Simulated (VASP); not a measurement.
# A VASP study of OsPd (r2SCAN): structure first, properties next, part 2 of 5

What structure does OsPd take at this level, and what are its properties? The cell is invented: it takes the structure of COD entry 4334349, Pt (space group 225 there), with all of its atoms replaced by other elements, volume scaled by an estimate. It may not be a known or stable phase. Left out of this account: 1 further run (relaxation: it shows nothing beyond the runs told).

VASP 6.6.1, plane waves and PAW; the level of theory is named at each step.

Still holding for the runs below: The k-mesh is coarse for a metal.

So far. Step 2 (Rough relaxation of the start cell): It ends with forces that vanish by symmetry and a pressure of 0.33 GPa.

## 3. Relaxing cell and atoms (r2SCAN)

Level of this step: r2SCAN; plane waves and PAW (Os, Pd); invented cell (VASP).

Properties are meant for the cell that this level of theory prefers, so cell and atoms are relaxed first (ISIF = 3) until forces and stress are small; EDIFFG sets the threshold.

INCAR reads:

```
SYSTEM = OsPd
PREC = Accurate
ENCUT = 400
EDIFF = 1E-06
NELM = 100
ISMEAR = 1
SIGMA = 0.2
LREAL = .FALSE.
ALGO = Normal
METAGGA = R2SCAN
LASPH = .TRUE.
NBANDS = 15
LORBIT = 11
LWAVE = .FALSE.
LCHARG = .FALSE.
IBRION = 2
NSW = 60
ISIF = 3
EDIFFG = -0.01
```

POSCAR reads:

```
OsPd
1.0
    2.7049915813      0.0000000000      0.0000000000
    0.0000000000      2.7049915813      0.0000000000
    0.0000000000      0.0000000000      3.9395528686
Os Pd
1 1
Direct
    0.0000000000      0.0000000000      0.0000000000
    0.5000000000      0.5000000000      0.5000000000
```

KPOINTS reads:

```
Automatic mesh
0
Gamma
8 8 6
0 0 0
```

The projector-augmented-wave data sets are Os and Pd (PBE family, release 64).

Started as:

```console
$ mpirun -np 1 vasp_std
```

Log:

```text
[banner, memory and clock lines left out]
running    1 mpi-ranks, on    1 nodes
 distrk:  each k-point on    1 cores,    1 groups
 distr:  one band on    1 cores,    1 groups

 POSCAR found type information on POSCAR OsPd
 POSCAR found :  2 types and       2 ions
 [... a notice as in an earlier step ...]

 LDA part: xc-table for (None), standard interpolation
 POSCAR, INCAR and KPOINTS ok, starting setup
 FFT: planning ... GRIDC
 FFT: planning ... GRID_SOFT
 FFT: planning ... GRID
 WAVECAR not read
 entering main loop
       N       E                     dE             d eps       ncg     rms          rms(c)
DAV:   1     0.220243360789E+02    0.22024E+02   -0.79914E+03  1928   0.962E+02
DAV:   2    -0.773643639330E+02   -0.99389E+02   -0.91903E+02  1884   0.279E+02
DAV:   3    -0.797364293574E+02   -0.23721E+01   -0.23231E+01  2402   0.413E+01
DAV:   4    -0.797548626736E+02   -0.18433E-01   -0.18431E-01  2122   0.380E+00
DAV:   5    -0.797552286270E+02   -0.36595E-03   -0.36595E-03  2479   0.497E-01    0.175E+01
DAV:   6    -0.751837108762E+02    0.45715E+01   -0.30490E+00  2171   0.187E+01    0.731E+00
DAV:   7    -0.753123373900E+02   -0.12863E+00   -0.57203E-01  2347   0.119E+01    0.394E+00
DAV:   8    -0.751222668352E+02    0.19007E+00   -0.37705E-01  2086   0.975E+00    0.251E+00
DAV:   9    -0.751266602675E+02   -0.43934E-02   -0.21802E-02  2307   0.190E+00    0.281E-01
DAV:  10    -0.751261838601E+02    0.47641E-03   -0.23158E-03  2169   0.660E-01    0.101E-01
DAV:  11    -0.751262225599E+02   -0.38700E-04   -0.44174E-04  2248   0.219E-01    0.352E-02
DAV:  12    -0.751262170977E+02    0.54622E-05   -0.31931E-05  2529   0.697E-02    0.246E-02
DAV:  13    -0.751262195009E+02   -0.24032E-05   -0.12192E-05  2130   0.436E-02    0.358E-03
DAV:  14    -0.751262203675E+02   -0.86661E-06   -0.55635E-07  1334   0.745E-03
   1 F= -.75126220E+02 E0= -.75124504E+02  d E =-.751262E+02
 curvature:   0.00 expect dE= 0.000E+00 dE for cont linesearch  0.000E+00
 trial: gam= 0.00000 g(F)=  0.000E+00 g(S)=  0.174E-01 ort = 0.000E+00 (trialstep = 0.100E+01)
 search vector abs. value=  0.174E-01
 bond charge predicted
       N       E                     dE             d eps       ncg     rms          rms(c)
DAV:   1    -0.751864263676E+02   -0.60207E-01   -0.25177E+00  1947   0.140E+01    0.194E+00
DAV:   2    -0.751745517374E+02    0.11875E-01   -0.23782E-01  2073   0.737E+00    0.186E+00
DAV:   3    -0.751310319729E+02    0.43520E-01   -0.75480E-02  2169   0.480E+00    0.461E-01
DAV:   4    -0.751301435396E+02    0.88843E-03   -0.67772E-03  1973   0.860E-01    0.196E-01
DAV:   5    -0.751302054574E+02   -0.61918E-04   -0.83651E-04  2542   0.246E-01    0.894E-02
DAV:   6    -0.751302434366E+02   -0.37979E-04   -0.73216E-05  2373   0.750E-02    0.380E-02
DAV:   7    -0.751302468071E+02   -0.33705E-05   -0.96005E-06  2355   0.375E-02    0.811E-03
DAV:   8    -0.751302459670E+02    0.84010E-06   -0.14970E-06  1407   0.164E-02
   2 F= -.75130246E+02 E0= -.75128406E+02  d E =-.402560E-02
[...]
3 F= -.75132029E+02 E0= -.75130168E+02  d E =-.580837E-02
[...]
4 F= -.75134575E+02 E0= -.75132945E+02  d E =-.254663E-02
[...]
5 F= -.75135167E+02 E0= -.75133430E+02  d E =-.313778E-02
 curvature:  -0.42 expect dE=-0.114E-04 dE for cont linesearch -0.621E-07
 ZBRENT: interpolating
 opt :   0.4789  next Energy=   -75.135167 (dE=-0.314E-02)
 bond charge predicted
       N       E                     dE             d eps       ncg     rms          rms(c)
DAV:   1    -0.751351720994E+02   -0.56834E-05   -0.29322E-04  1919   0.142E-01    0.189E-02
DAV:   2    -0.751351705065E+02    0.15929E-05   -0.20477E-05  2095   0.711E-02    0.189E-02
DAV:   3    -0.751351658767E+02    0.46299E-05   -0.78823E-06  2111   0.500E-02    0.504E-03
DAV:   4    -0.751351654284E+02    0.44824E-06   -0.90683E-07   991   0.116E-02
   6 F= -.75135165E+02 E0= -.75133433E+02  d E =-.313669E-02
 curvature:  -0.42 expect dE=-0.706E-05 dE for cont linesearch -0.136E-06
 trial: gam=-0.01812 g(F)=  0.313E-64 g(S)=  0.166E-04 ort =-0.875E-04 (trialstep = 0.637E+00)
 search vector abs. value=  0.277E-04
 reached required accuracy - stopping structural energy minimisation
```

Elapsed: 1.9 min, on 1 MPI rank of Intel Xeon 6975P-C (Granite Rapids), shared host; peak memory 0.15 GiB.

OUTCAR, selected parts (step 3):

```text
  LATTYP: Found a simple tetragonal cell.
 ALAT       =     2.7049915813
 C/A-ratio  =     1.4564011570

The static configuration has the point symmetry D_4h.

 Found     60 irreducible k-points:

   k-points           NKPTS =     60   k-points in BZ     NKDIM =     60   number of bands    NBANDS=     15

   dimension x,y,z NGX =    18 NGY =   18 NGZ =   28
   dimension x,y,z NGXF=    36 NGYF=   36 NGZF=   56

   ENCUT  =  400.0 eV  29.40 Ry    5.42 a.u.   4.41  4.41  6.42*2*pi/ulx,y,z

   NELECT =      18.0000    total number of electrons

 E-fermi :   9.7904

 k-point     1 :       0.0000    0.0000    0.0000
  band No.  band energies     occupation
    ...
      4       5.8498      2.00000
      5       6.3466      2.00000
      6       6.3466      2.00000
      7       8.0150      2.00000
      8       8.2094      2.00000
      9      11.2441     -0.00000
     10      11.2441     -0.00000
     11      11.4858     -0.00000
     12      11.5014     -0.00000
     13      20.6302      0.00000
    ...

 k-point     2 :       0.1250    0.0000    0.0000
  band No.  band energies     occupation
    ...
      5       6.0988      2.00000
      6       6.4802      2.00000
      7       7.9932      2.00000
      8       8.1101      2.00000
      9       9.0035      2.00000
     10      10.9442     -0.00000
     11      11.1180     -0.00000
     12      14.0931      0.00000
     13      20.0822      0.00000
     14      22.2123      0.00000
    ...

  Total        0.0184744      0.0184744      0.0026328      0.0000000      0.0000000      0.0000000
  in kB        1.0302984      1.0302984      0.1468281      0.0000000      0.0000000      0.0000000
  external PRESSURE =       0.7358083 kB  Pullay stress =       0.0000000 kB

  energy-cutoff  :      400.00
  volume of cell :       28.73
      direct lattice vectors                 reciprocal lattice vectors
     2.677196555  0.000000000  0.000000000     0.373525059 -0.000000000 -0.000000000
    -0.000000000  2.677196555 -0.000000000     0.000000000  0.373525059  0.000000000
     0.000000000  0.000000000  4.008272257    -0.000000000  0.000000000  0.249484051

 POSITION                                       TOTAL-FORCE (eV/Angst)
 -----------------------------------------------------------------------------------
      0.00000      0.00000      4.00827         0.000000      0.000000      0.000000
      1.33860      1.33860      2.00414        -0.000000      0.000000      0.000000
 -----------------------------------------------------------------------------------
    total drift:                                0.000000     -0.000000     -0.000000

  FREE ENERGIE OF THE ION-ELECTRON SYSTEM (eV)
  ---------------------------------------------------
  free  energy   TOTEN  =       -75.1351654284 eV

  energy  without entropy=      -75.1299681299  energy(sigma->0) =      -75.13343300

 total charge
# of ion       s       p       d       tot
------------------------------------------
    1        0.629   0.584   5.985   7.197
    2        0.563   0.677   8.482   9.722
--------------------------------------------------
tot          1.192   1.261  14.467  16.920

[... 2 parts as in an earlier step ...]

[... 7 further parts left out ...]
```

The steps of the relaxation:

```csv
step,energy less that of the first step (eV),largest force (eV/Å),pressure (GPa),volume (Å³)
1,0.0000,0.0000,-1.24,28.83
2,-0.0040,0.0000,4.14,28.36
3,-0.0058,0.0000,2.16,28.52
4,-0.0084,0.0000,-0.74,28.81
5,-0.0089,0.0000,0.10,28.72
6,-0.0089,0.0000,0.07,28.73
```

```csv
"conventional cell, symmetrised",before,after,change
a (Å),2.705,2.677,-1.0 %
b (Å),2.705,2.677,-1.0 %
c (Å),3.940,4.008,+1.7 %
volume (Å³/atom),14.41,14.36,-0.3 %
```

Final coordinates:

```xyz
2
Lattice="2.6772 0.0000 0.0000 0.0000 2.6772 0.0000 0.0000 0.0000 4.0083" Properties=species:S:1:pos:R:3 pbc="T T T"
Os    0.0000    0.0000    0.0000
Pd    1.3386    1.3386    2.0041
```

This step gave:

```
irreducible k-points            : 60
free energy (TOTEN)             : -75.1352 eV
energy at zero smearing         : -75.1334 eV
Fermi energy                    : 9.790 eV
pressure                        : 0.07358 GPa
SCF cycles over all ionic steps : 49
```

It ends with forces that vanish by symmetry and a pressure of 0.07 GPa.

## 4. Density, ELF and potential (r2SCAN)

The relaxed cell gets a fresh self-consistent run, on a basis set for its own volume, to fix the density and to check the remaining stress.

Edit INCAR of step 3 so:

```diff
@@ -14,6 +14,5 @@
 LWAVE = .FALSE.
-LCHARG = .FALSE.
-IBRION = 2
-NSW = 60
-ISIF = 3
-EDIFFG = -0.01
+LCHARG = .TRUE.
+ISIF = 2
+LELF = .TRUE.
+LVHAR = .TRUE.
```

POSCAR reads:

```
OsPd
1.0
    2.6771965553      0.0000000000      0.0000000000
    0.0000000000      2.6771965553      0.0000000000
    0.0000000000      0.0000000000      4.0082722566
Os Pd
1 1
Direct
    0.0000000000      0.0000000000      0.0000000000
    0.5000000000      0.5000000000      0.5000000000
```

KPOINTS is that of step 3.

Started as:

```console
$ mpirun -np 1 vasp_std
```

Log:

```text
[... set-up lines as in an earlier step ...]
 entering main loop
       N       E                     dE             d eps       ncg     rms          rms(c)
DAV:   1     0.214312100176E+02    0.21431E+02   -0.81425E+03  1983   0.969E+02
DAV:   2    -0.773155611862E+02   -0.98747E+02   -0.90878E+02  1898   0.278E+02
DAV:   3    -0.797206794900E+02   -0.24051E+01   -0.23702E+01  2360   0.414E+01
DAV:   4    -0.797409158250E+02   -0.20236E-01   -0.20229E-01  2200   0.391E+00
DAV:   5    -0.797413295391E+02   -0.41371E-03   -0.41371E-03  2423   0.517E-01    0.177E+01
DAV:   6    -0.751819132929E+02    0.45594E+01   -0.29793E+00  2213   0.181E+01    0.730E+00
DAV:   7    -0.752940058923E+02   -0.11209E+00   -0.43553E-01  2412   0.104E+01    0.380E+00
DAV:   8    -0.751329828431E+02    0.16102E+00   -0.31305E-01  2072   0.899E+00    0.261E+00
DAV:   9    -0.751353666221E+02   -0.23838E-02   -0.20171E-02  2286   0.185E+00    0.255E-01
DAV:  10    -0.751350997458E+02    0.26688E-03   -0.20438E-03  2159   0.580E-01    0.103E-01
DAV:  11    -0.751351235767E+02   -0.23831E-04   -0.39233E-04  2283   0.208E-01    0.345E-02
DAV:  12    -0.751351260090E+02   -0.24323E-05   -0.35327E-05  2577   0.754E-02    0.264E-02
DAV:  13    -0.751351269802E+02   -0.97117E-06   -0.11643E-05  2130   0.460E-02    0.348E-03
DAV:  14    -0.751351276310E+02   -0.65081E-06   -0.54016E-07  1432   0.706E-03
   1 F= -.75135128E+02 E0= -.75133395E+02  d E =-.519764E-02
```

Run time: 30 s. Hardware: 1 MPI rank; peak memory 0.14 GiB.

From OUTCAR (step 4):

```text
  LATTYP: Found a simple tetragonal cell.
 ALAT       =     2.6771965553
 C/A-ratio  =     1.4971901292

The static configuration has the point symmetry D_4h.

 Found     60 irreducible k-points:

   ENCUT  =  400.0 eV  29.40 Ry    5.42 a.u.   4.37  4.37  6.54*2*pi/ulx,y,z

   NELECT =      18.0000    total number of electrons

 E-fermi :   9.7903

 k-point     1 :       0.0000    0.0000    0.0000
  band No.  band energies     occupation
    ...
      4       5.8497      2.00000
      5       6.3464      2.00000
      6       6.3464      2.00000
      7       8.0148      2.00000
      8       8.2093      2.00000
      9      11.2439     -0.00000
     10      11.2439     -0.00000
     11      11.4857     -0.00000
     12      11.5014     -0.00000
     13      20.6299      0.00000
    ...

 k-point     2 :       0.1250    0.0000    0.0000
  band No.  band energies     occupation
    ...
      5       6.0987      2.00000
      6       6.4799      2.00000
      7       7.9932      2.00000
      8       8.1099      2.00000
      9       9.0033      2.00000
     10      10.9443     -0.00000
     11      11.1177     -0.00000
     12      14.0930      0.00000
     13      20.0820      0.00000
     14      22.2121      0.00000
    ...

  Total        0.0189117      0.0189117      0.0153214      0.0000000      0.0000000     -0.0000000
  in kB        1.0546846      1.0546846      0.8544570      0.0000000      0.0000000     -0.0000000
  external PRESSURE =       0.9879421 kB  Pullay stress =       0.0000000 kB

  energy-cutoff  :      400.00
  volume of cell :       28.73
      direct lattice vectors                 reciprocal lattice vectors
     2.677196555  0.000000000  0.000000000     0.373525059  0.000000000  0.000000000
     0.000000000  2.677196555  0.000000000     0.000000000  0.373525059  0.000000000
     0.000000000  0.000000000  4.008272257     0.000000000  0.000000000  0.249484051

 POSITION                                       TOTAL-FORCE (eV/Angst)
 -----------------------------------------------------------------------------------
      0.00000      0.00000      0.00000         0.000000      0.000000      0.000000
      1.33860      1.33860      2.00414         0.000000      0.000000      0.000000
 -----------------------------------------------------------------------------------
    total drift:                                0.000000     -0.000000     -0.000000

  FREE ENERGIE OF THE ION-ELECTRON SYSTEM (eV)
  ---------------------------------------------------
  free  energy   TOTEN  =       -75.1351276310 eV

  energy  without entropy=      -75.1299299945  energy(sigma->0) =      -75.13339509

 total charge
# of ion       s       p       d       tot
------------------------------------------
    1        0.629   0.584   5.985   7.197
    2        0.563   0.677   8.482   9.723
--------------------------------------------------
tot          1.192   1.261  14.467  16.920

[... 5 parts as in an earlier step ...]

[... 5 further parts left out ...]
```

This step gave:

```
SCF cycles          : 14
free energy (TOTEN) : -75.1351 eV
pressure            : 0.09879 GPa
```

Valence electrons inside each PAW sphere by angular momentum. Sphere charges, by row:

```csv
atom,s (e),p (e),d (e),tot (e)
Os1,0.629,0.584,5.985,7.197
Pd2,0.563,0.677,8.482,9.723
```

Electrostatic potential energy in the ac plane at fractional y = 0.000, with atoms of Os within 0.2 Å of it. With pseudopotentials it is smooth inside the atoms' cores, unlike the true potential.

Ten even steps from '_' (-39 eV) to '@' (3 eV):
```
______::==**##%%##**==::____
____..--==**%%%%%%**==--..__
..::--==**##%%@@%%##**==--::
====++**##%%@@@@@@%%##**++==
******##%%@@@@@@@@@@%%##****
%%%%%%%%@@@@@@@@@@@@@@%%%%%%
@@@@@@@@@@@@@@@@@@@@@@@@@@@@
@@@@@@@@@@@@@@@@@@@@@@@@@@@@
@@@@@@@@@@@@@@@@@@@@@@@@@@@@
@@@@@@@@@@@@@@@@@@@@@@@@@@@@
@@@@@@@@@@@@@@@@@@@@@@@@@@@@
@@@@@@@@@@@@@@@@@@@@@@@@@@@@
@@@@@@@@@@@@@@@@@@@@@@@@@@@@
@@@@@@@@@@@@@@@@@@@@@@@@@@@@
%%%%%%%%@@@@@@@@@@@@@@%%%%%%
******##%%@@@@@@@@@@%%##****
====++**##%%@@@@@@%%##**++==
..::--==**##%%@@%%##**==--::
____..--==**%%%%%%**==--..__
______::==**##%%##**==::____
______..--**##%%##**--..____
```
Columns run along a (2.7 Å; values clipped at the 3rd and 97th percentile), rows up along c (4.0 Å). Atoms in or near the plane, at fractional coordinates: Os at (0.00, 0.00).

Valence density in the ac plane at fractional y = 0.000, with atoms of Os within 0.2 Å of it. It is the smooth field of the valence electrons, not physical close to the nuclei.

Ten even steps from '_' (0.1 e/Å³) to '@' (2.0 e/Å³):
```
@@%%**++==::......::==++**%%
####++==--::......::--==++##
****==--::..........::--==**
++==--::....______....::--==
::::::....__________....::::
......__________________....
____________________________
____________________________
____________________________
____________________________
____________________________
____________________________
____________________________
____________________________
......__________________....
::::::....__________....::::
++==--::....______....::--==
****==--::..........::--==**
####++==--::......::--==++##
@@%%**++==::......::==++**%%
@@@@##**==::......::==**##@@
```
Columns run along a (2.7 Å), rows up along c (4.0 Å). Atoms in or near the plane, at fractional coordinates: Os at (0.00, 0.00).

ELF in the ac plane at fractional y = 0.000, with atoms of Os within 0.2 Å of it. It is the smooth field of the valence electrons, not physical close to the nuclei.

Ten even steps from '_' (0.00) to '@' (0.43):
```
______..++%%@@@@@@%%++..____
______::++##%%@@%%##++::____
::::::==++**%%@@%%**++==::::
************%%%%%%**********
%%%%##****####%%####****##%%
######****##########****####
****************************
++++++++++++++++++++++++++++
============================
------==================----
------==================----
============================
++++++++++++++++++++++++++++
****************************
######****##########****####
%%%%##****####%%####****##%%
************%%%%%%**********
::::::==++**%%@@%%**++==::::
______::++##%%@@%%##++::____
______..++%%@@@@@@%%++..____
::____..++%%@@@@@@%%++..____
```
Columns run along a (2.7 Å), rows up along c (4.0 Å). Atoms in or near the plane, at fractional coordinates: Os at (0.00, 0.00).

In this run the pressure is 0.10 GPa, small enough to go on.

(Part 2 of 5 ends here.)

[Lines on the potential files, build, host, timing and source positions are cut from VASP's logs without a mark.]

[Logs are printed without paths, hosts, clocks, repeated set-up lines and the standing remarks that a program may print on its own settings, such as how far it seeks lower states.]

[Hosts, paths, dates, database ids (printed as entryN), source tags and the programs' standing remarks are cut or masked in the printed files.]

[A measured line is paired with the nearest computed mode of its activity, which favours agreement.]
